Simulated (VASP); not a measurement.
Calculation: PBE GGA, VASP's PBE PAW potentials (set 64) (plane waves; VASP 6.6.1).

The input files of a VASP run:

**KPOINTS**
```
Automatic mesh
0
Gamma
11 11 11
0 0 0
```

**INCAR**
```
SYSTEM = BN
PREC = Accurate; ENCUT = 520; LREAL = .False.
LASPH = .True.; NELECT = 8.5
EDIFF = 1E-6; NELM = 100; ALGO = Normal
ISMEAR = 0; SIGMA = 0.05
GGA = PE
ISIF = 2
LWAVE = .False.; LCHARG = .False.
```

### POSCAR
```
BN
2.5561910
  0.0000000000   0.7071067851   0.7071067851
  0.7071067851   0.0000000000   0.7071067851
  0.7071067851   0.7071067851   0.0000000000
B N
1 1
Cart
  0.0000000000   0.0000000000   0.0000000000
  0.3535533925   0.3535533925   0.3535533925
```

POTCAR, in this order: B N (PBE.64 set). Program: vasp_std.

The resulting files:

OSZICAR:
```
       N       E                     dE             d eps       ncg     rms          rms(c)
DAV:   1     0.181383615389E+02    0.18138E+02   -0.55618E+03   960   0.104E+03
DAV:   2    -0.114945757947E+02   -0.29633E+02   -0.29228E+02  1224   0.184E+02
DAV:   3    -0.117286121829E+02   -0.23404E+00   -0.23403E+00  1040   0.199E+01
DAV:   4    -0.117288789580E+02   -0.26678E-03   -0.26677E-03  1216   0.544E-01
DAV:   5    -0.117288790647E+02   -0.10669E-06   -0.10928E-06   984   0.866E-03    0.715E+00
DAV:   6    -0.106699523264E+02    0.10589E+01   -0.42422E+00  1128   0.159E+01    0.335E+00
DAV:   7    -0.105809285150E+02    0.89024E-01   -0.10495E-01  1152   0.336E+00    0.196E+00
DAV:   8    -0.105597108698E+02    0.21218E-01   -0.54127E-02   992   0.204E+00    0.289E-01
DAV:   9    -0.105599131635E+02   -0.20229E-03   -0.42269E-04   944   0.258E-01    0.839E-02
DAV:  10    -0.105599594332E+02   -0.46270E-04   -0.99942E-05  1192   0.105E-01    0.179E-02
DAV:  11    -0.105599624652E+02   -0.30321E-05   -0.27681E-06   992   0.196E-02    0.194E-03
DAV:  12    -0.105599625275E+02   -0.62282E-07   -0.12624E-07   464   0.393E-03
   1 F= -.10559963E+02 E0= -.10559874E+02  d E =-.177345E-03
```

### OUTCAR
```
------------------------ aborting loop because EDIFF is reached ----------------------------------------
  FORCE on cell =-STRESS in cart. coord.  units (eV):
  Direction    XX          YY          ZZ          XY          YZ          ZX
  --------------------------------------------------------------------------------------
  Total        7.9277470      7.9277470      7.9277470      0.0000000     -0.0000000     -0.0000000
  in kB     1075.4629392   1075.4629392   1075.4629392      0.0000000     -0.0000000     -0.0000000
  external PRESSURE =    1075.4629392 kB  Pullay stress =       0.0000000 kB
  volume of cell :       11.81
      direct lattice vectors                 reciprocal lattice vectors
     0.000000000  1.807500000  1.807500000    -0.276625173  0.276625173  0.276625173
     1.807500000  0.000000000  1.807500000     0.276625173 -0.276625173  0.276625173
     1.807500000  1.807500000  0.000000000     0.276625173  0.276625173 -0.276625173
  FREE ENERGIE OF THE ION-ELECTRON SYSTEM (eV)
  ---------------------------------------------------
  free  energy   TOTEN  =       -10.5599625275 eV

  energy  without entropy=      -10.5597851824  energy(sigma->0) =      -10.55987385
```
(Selected blocks of OUTCAR.)

The cell is charged, with a uniform compensating background.

The compound is BN in the zinc blende structure. The cell was not relaxed at this level. The run is one of a series of settings (NELECT = 8.5 against the base run), some of them coarse on purpose.
